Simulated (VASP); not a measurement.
# Fermi-Dirac smearing in Nb

How do entropy and free energy of the electrons in Nb grow with the Fermi-Dirac width, and how far does the Sommerfeld expansion hold?

Method: PBEsol; plane waves and PAW (Nb_sv), in the first sound run; inputs show where later runs differ, in VASP 6.6.1.

## 1. The structure

It takes space group Im-3m (No. 229, cubic). The conventional cell has a = 3.300 Å, b = 3.300 Å, c = 3.300 Å, α = 90.00°, β = 90.00°, γ = 90.00°. Nb has 8 Nb at 2.86 Å nearest.

## 2. Relax the crystal, PBEsol

The cell is relaxed and then held.

This step took 2 runs in a row; the last is shown.

Level: PBEsol; plane waves and PAW (Nb_sv).

INCAR reads:

```
SYSTEM = Nb
PREC = Accurate
ENCUT = 450
EDIFF = 1E-07
NELM = 120
ISMEAR = 1
SIGMA = 0.15
LREAL = .FALSE.
ALGO = Normal
GGA = PS
NBANDS = 12
LASPH = .TRUE.
LORBIT = 11
LWAVE = .FALSE.
LCHARG = .FALSE.
KPAR = 8
IBRION = 2
NSW = 40
ISIF = 3
EDIFFG = -0.005
POTIM = 0.4
```

POSCAR reads:

```
Nb
1.0
   -1.6345606791      1.6345606791      1.6345606791
    1.6345606791     -1.6345606791      1.6345606791
    1.6345606791      1.6345606791     -1.6345606791
Nb
1
Direct
    0.0000000000      0.0000000000      0.0000000000
```

KPOINTS reads:

```
Automatic mesh
0
Gamma
18 18 18
0 0 0
```

PAW data sets: Nb_sv (PBE family, release 64).

Run with:

```
$ mpirun -np 8 vasp_std
```

The log of the run:

```text
[banner, memory and clock lines left out]
running    8 mpi-ranks, on    1 nodes
[...]
|                                                                             |
|           W    W    AA    RRRRR   N    N  II  N    N   GGGG   !!!           |
|           W    W   A  A   R    R  NN   N  II  NN   N  G    G  !!!           |
|           W    W  A    A  R    R  N N  N  II  N N  N  G       !!!           |
|           W WW W  AAAAAA  RRRRR   N  N N  II  N  N N  G  GGG   !            |
|           WW  WW  A    A  R   R   N   NN  II  N   NN  G    G                |
|           W    W  A    A  R    R  N    N  II  N    N   GGGG   !!!           |
|                                                                             |
|     For optimal performance we recommend to set                             |
|       NCORE = 2 up to number-of-cores-per-socket                            |
|     NCORE specifies how many cores store one orbital (NPAR=cpu/NCORE).      |
|     This setting can greatly improve the performance of VASP for DFT.       |
[...]
DAV:   6    -0.109498024845E+02   -0.32734E-06   -0.24621E-07  5172   0.610E-03    0.524E-04
DAV:   7    -0.109498025049E+02   -0.20351E-07   -0.26678E-08  2956   0.163E-03
   2 F= -.10949803E+02 E0= -.10949693E+02  d E =0.857756E-06
 trial-energy change:    0.000001  1 .order    0.000001   -0.000010    0.000013
 step:   0.4742(harm=  0.4363)  dis= 0.00000  next Energy=   -10.949806 (dE=-0.238E-05)
[...]
N       E                     dE             d eps       ncg     rms          rms(c)
DAV:   1    -0.109498495604E+02   -0.47076E-04   -0.12166E-03  6268   0.487E-01    0.546E-02
DAV:   2    -0.109498104057E+02    0.39155E-04   -0.93567E-05  6640   0.125E-01    0.159E-02
DAV:   3    -0.109498054116E+02    0.49941E-05   -0.34042E-05  8444   0.579E-02    0.980E-03
DAV:   4    -0.109498055805E+02   -0.16891E-06   -0.75968E-07  6132   0.904E-03    0.493E-03
DAV:   5    -0.109498059479E+02   -0.36742E-06   -0.23209E-06  7780   0.102E-02    0.219E-03
DAV:   6    -0.109498057339E+02    0.21402E-06   -0.64649E-08  3576   0.326E-03    0.302E-04
DAV:   7    -0.109498057129E+02    0.20935E-07   -0.14016E-08  2560   0.154E-03
   3 F= -.10949806E+02 E0= -.10949696E+02  d E =-.235031E-05
[...]
reached required accuracy - stopping structural energy minimisation
```

It took 12 s on 8 MPI ranks of Intel Xeon 6975P-C (Granite Rapids), shared host; peak memory 1.1 GiB.

The logs omit lines about the potential files and the build; timing stands in the text.

Parts of OUTCAR (step 2):

```text
  Total        0.0002713      0.0002713      0.0002713      0.0000000      0.0000000     -0.0000000
  in kB        0.0248976      0.0248976      0.0248976      0.0000000      0.0000000     -0.0000000
  external PRESSURE =       0.0248976 kB  Pullay stress =       0.0000000 kB

 POSITION                                       TOTAL-FORCE (eV/Angst)
 -----------------------------------------------------------------------------------
      0.00000      0.00000      0.00000         0.000000      0.000000      0.000000
 -----------------------------------------------------------------------------------
    total drift:                                0.000000     -0.000000      0.000000

  FREE ENERGIE OF THE ION-ELECTRON SYSTEM (eV)
  ---------------------------------------------------
  free  energy   TOTEN  =       -10.9498057129 eV

  energy  without entropy=      -10.9494750861  energy(sigma->0) =      -10.94969550

 reached required accuracy - stopping structural energy minimisation

[... 3 further parts left out ...]
[key lines of the parts left out:]
E-fermi :  11.4649
```

Numbers from this step:

```
energy(sigma→0) of the program : -10.9497 eV
stress, compression positive   : xx, yy, zz 0.00, 0.00, 0.00 GPa
volume                         : 17.460 Å³
ionic steps                    : 3
```

## 3. Tetrahedra, PBEsol

Tetrahedra give the density of states at the Fermi level without smearing.

Level: PBEsol; plane waves and PAW (Nb_sv).

INCAR reads:

```
SYSTEM = Nb
PREC = Accurate
ENCUT = 450
EDIFF = 1E-08
NELM = 100
ISMEAR = -5
SIGMA = 0.15
LREAL = .FALSE.
ALGO = Normal
GGA = PS
NBANDS = 14
LASPH = .TRUE.
LORBIT = 11
LWAVE = .FALSE.
LCHARG = .FALSE.
KPAR = 2
ISIF = 2
NEDOS = 3001
```

POSCAR reads:

```
Nb
1.0
   -1.6342859560      1.6342859560      1.6342859560
    1.6342859560     -1.6342859560      1.6342859560
    1.6342859560      1.6342859560     -1.6342859560
Nb
1
Direct
    0.0000000000      0.0000000000      0.0000000000
```

KPOINTS reads:

```
Automatic mesh
0
Gamma
32 32 32
0 0 0
```

Run with:

```
$ mpirun -np 2 vasp_std
```

The log of the run:

```text
[banner, memory and clock lines left out]
running    2 mpi-ranks, on    1 nodes
[...]
[... a notice as in an earlier step ...]

 LDA part: xc-table for (Slater+PW92), standard interpolation
 POSCAR, INCAR and KPOINTS ok, starting setup
[...]
entering main loop
       N       E                     dE             d eps       ncg     rms          rms(c)
DAV:   1     0.105305921264E+03    0.10531E+03   -0.65348E+03 25328   0.834E+02
DAV:   2    -0.797182055352E+01   -0.11328E+03   -0.10831E+03 28716   0.318E+02
DAV:   3    -0.112702233860E+02   -0.32984E+01   -0.32233E+01 35960   0.497E+01
DAV:   4    -0.114146081057E+02   -0.14438E+00   -0.14415E+00 31650   0.931E+00
[...]
DAV:  12    -0.109511734466E+02    0.16757E-06   -0.16774E-07 36020   0.443E-03    0.869E-04
DAV:  13    -0.109511733529E+02    0.93634E-07   -0.88882E-09 20062   0.136E-03    0.212E-04
DAV:  14    -0.109511733534E+02   -0.43610E-09   -0.12722E-09 14760   0.349E-04
   1 F= -.10951173E+02 E0= -.10951173E+02  d E =0.000000E+00
|                                                                             |
|           W    W    AA    RRRRR   N    N  II  N    N   GGGG   !!!           |
|           W    W   A  A   R    R  NN   N  II  NN   N  G    G  !!!           |
|           W    W  A    A  R    R  N N  N  II  N N  N  G       !!!           |
|           W WW W  AAAAAA  RRRRR   N  N N  II  N  N N  G  GGG   !            |
|           WW  WW  A    A  R   R   N   NN  II  N   NN  G    G                |
|           W    W  A    A  R    R  N    N  II  N    N   GGGG   !!!           |
|                                                                             |
|     Tetrahedron method does not include variations of the Fermi             |
|     occupations, so forces and stress will be inaccurate. We suggest        |
|     using a different smearing scheme ISMEAR = 1 or 2 for metals in         |
|     relaxations.                                                            |
|                                                                             |
```

Run time: 87 s. Hardware: 2 MPI ranks; peak memory 0.71 GiB; 2.8 min of CPU time.

From OUTCAR (step 3):

```text
  Total       -0.0133949     -0.0133949     -0.0133949      0.0000000      0.0000000     -0.0000000
  in kB       -1.2291522     -1.2291522     -1.2291522      0.0000000      0.0000000     -0.0000000
  external PRESSURE =      -1.2291522 kB  Pullay stress =       0.0000000 kB

 POSITION                                       TOTAL-FORCE (eV/Angst)
 -----------------------------------------------------------------------------------
      0.00000      0.00000      0.00000         0.000000     -0.000000      0.000000
 -----------------------------------------------------------------------------------
    total drift:                                0.000000     -0.000000      0.000000

  FREE ENERGIE OF THE ION-ELECTRON SYSTEM (eV)
  ---------------------------------------------------
  free  energy   TOTEN  =       -10.9511733534 eV

  energy  without entropy=      -10.9511733534  energy(sigma->0) =      -10.95117335

[... 1 part as in an earlier step ...]

[... 2 further parts left out ...]
[key lines of the parts left out:]
E-fermi :  11.4721
```

Read from the output:

- energy(sigma→0) of the program: -10.9512 eV

The run ends at a pressure of -0.12 GPa.

## 4. Electron temperature, PBEsol

One member in full: SIGMA = 0.15 eV.

Level: PBEsol; plane waves and PAW (Nb_sv).

INCAR, as its differences from that of step 3:

```diff
@@ -5,3 +5,3 @@
 NELM = 100
-ISMEAR = -5
+ISMEAR = -1
 SIGMA = 0.15
@@ -17,2 +17 @@
 ISIF = 2
-NEDOS = 3001
```

POSCAR is that of step 3.

KPOINTS is that of step 3.

Run with:

```
$ mpirun -np 2 vasp_std
```

The log of the run:

```text
[... set-up lines as in an earlier step ...]
 entering main loop
       N       E                     dE             d eps       ncg     rms          rms(c)
DAV:   1     0.105352033713E+03    0.10535E+03   -0.65348E+03 25328   0.834E+02
DAV:   2    -0.801834823199E+01   -0.11337E+03   -0.10828E+03 28716   0.318E+02
DAV:   3    -0.113182955222E+02   -0.32999E+01   -0.32173E+01 35960   0.496E+01
DAV:   4    -0.114628543219E+02   -0.14456E+00   -0.14428E+00 31650   0.931E+00
[...]
DAV:  12    -0.110029782532E+02    0.12743E-06   -0.16219E-07 35438   0.423E-03    0.860E-04
DAV:  13    -0.110029781625E+02    0.90663E-07   -0.95617E-09 20254   0.142E-03    0.207E-04
DAV:  14    -0.110029781640E+02   -0.14356E-08   -0.13552E-09 14694   0.364E-04
   1 F= -.11002978E+02 E0= -.10953976E+02  d E =-.980047E-01
```

Run time: 51 s. Hardware: 2 MPI ranks; peak memory 0.49 GiB.

OUTCAR, selected parts (step 4):

```text
  LATTYP: Found a body centered cubic cell.
 ALAT       =     3.2685719120

 Subroutine GETGRP returns: Found 48 space group operations
 (whereof 48 operations were pure point group operations)

The static configuration has the point symmetry O_h .

 Found    897 irreducible k-points:

   dimension x,y,z NGX =    20 NGY =   20 NGZ =   20
   dimension x,y,z NGXF=    40 NGYF=   40 NGZF=   40

   ENCUT  =  450.0 eV  33.07 Ry    5.75 a.u.   4.90  4.90  4.90*2*pi/ulx,y,z

   NELECT =      13.0000    total number of electrons

 E-fermi :  11.5233

 k-point     1 :       0.0000    0.0000    0.0000
  band No.  band energies     occupation
      1     -42.7396      2.00000
      2     -17.9864      2.00000
      3     -17.9864      2.00000
      4     -17.9864      2.00000
      5       5.4631      2.00000
      6      11.8448      0.20993
      7      11.8448      0.20993
      8      11.8448      0.20993
      9      14.8587      0.00000
     10      14.8587      0.00000
    ...

 k-point     2 :       0.0313    0.0000    0.0000
  band No.  band energies     occupation
      1     -42.7369      2.00000
      2     -18.0023      2.00000
      3     -17.9912      2.00000
      4     -17.9866      2.00000
      5       5.5054      2.00000
      6      11.8177      0.24641
      7      11.8391      0.21720
      8      11.8850      0.16461
      9      14.8141      0.00000
     10      14.8582      0.00000
    ...

  Total        0.0445694      0.0445694      0.0445694      0.0000000      0.0000000      0.0000000
  in kB        4.0898072      4.0898072      4.0898072      0.0000000      0.0000000      0.0000000
  external PRESSURE =       4.0898072 kB  Pullay stress =       0.0000000 kB

 POSITION                                       TOTAL-FORCE (eV/Angst)
 -----------------------------------------------------------------------------------
      0.00000      0.00000      0.00000         0.000000      0.000000     -0.000000
 -----------------------------------------------------------------------------------
    total drift:                                0.000000     -0.000000     -0.000000

  FREE ENERGIE OF THE ION-ELECTRON SYSTEM (eV)
  ---------------------------------------------------
  free  energy   TOTEN  =       -11.0029781640 eV

  energy  without entropy=      -10.9049734210  energy(sigma->0) =      -10.95397579

 total charge
# of ion       s       p       d       tot
------------------------------------------
    1        2.227   5.999   2.550  10.776

[... 2 parts as in an earlier step ...]

[... 7 further parts left out ...]
```

Read from the output:

```
energy(sigma→0) of the program : -10.9540 eV
stress, compression positive   : xx, yy, zz 0.41, 0.41, 0.41 GPa
```

The run ends at a pressure of 0.41 GPa.

## 5. All members

The other members went through these steps as far as the tables show, on the same mesh; 7 runs are not shown. The session took 0.32 core hours (wall time by ranks) on a shared machine.

```csv
width kT (eV),temperature (K),free energy less that of the narrowest width (meV/atom),TS (meV/atom),pressure (GPa),shift of the Fermi level (eV)
0.025,290,0.000,3.110,-0.129,0.000
0.050,580,-4.612,12.218,-0.061,0.005
0.075,870,-12.184,27.020,0.022,0.014
0.100,1160,-22.551,46.742,0.127,0.024
0.150,1741,-50.714,98.005,0.409,0.047
0.200,2321,?,?,0.780,0.072
0.300,3481,-183.375,330.786,1.770,0.126
```

## 6. The Sommerfeld expansion

At low temperature TS = (π²/3) g (kT)², so TS, twice the difference of energy(sigma→0) and the free energy, over (π²/3)(kT)² is an effective density of states: 1.513, 1.486, 1.460, 1.421, 1.324, 1.117 states/eV/atom in the rows shown.

A least-squares parabola through the 6 rows shown, with σ the width in eV: g = − 0.07961 σ² − 1.451 σ + 1.558 (states/eV/atom), r.m.s. residual 0.0091 states/eV/atom.

For the withheld row, σ = 0.2, the fit gives 1.264 states/eV/atom.

## 7. The withheld row

The calculation gives 1.236 states/eV/atom, so the prediction is 0.028 states/eV/atom too high, more than twice the residual of the fit.

The parabola in σ is an empirical guide, not the expansion itself. Tetrahedra give g = 1.436 states/eV/atom at the Fermi level, the limit that the series should reach at zero width.

## 8. Results

| Quantity | Value |
| --- | --- |
| density of states at the Fermi level, tetrahedra | 1.44 states/eV/atom |
| Sommerfeld coefficient from it | 3.38 mJ per mole of atoms and K² |
| pressure at the widest setting | 1.77 GPa |
| error of the predicted g | 0.028 states/eV/atom |

In words: Against the tetrahedron value, the effective density of states stands at +5 % at 0.025 eV, +3 % at 0.05 eV, -1 % at 0.1 eV, -22 % at 0.3 eV. At the widest setting the states within reach are sparser than those at the Fermi level. The narrow rows do not close in on the tetrahedron value; no test of the mesh was run. The bare coefficient lacks the electron-phonon enhancement of measured heat capacities.

[Lines on the potential files, build, host, timing and source positions are cut from VASP's logs without a mark.]

[Logs are printed without paths, hosts, clocks, repeated set-up lines and the standing remarks that a program may print on its own settings, such as how far it seeks lower states.]

[Hosts, paths, dates, database ids (printed as entryN), source tags and the programs' standing remarks are cut or masked in the printed files.]
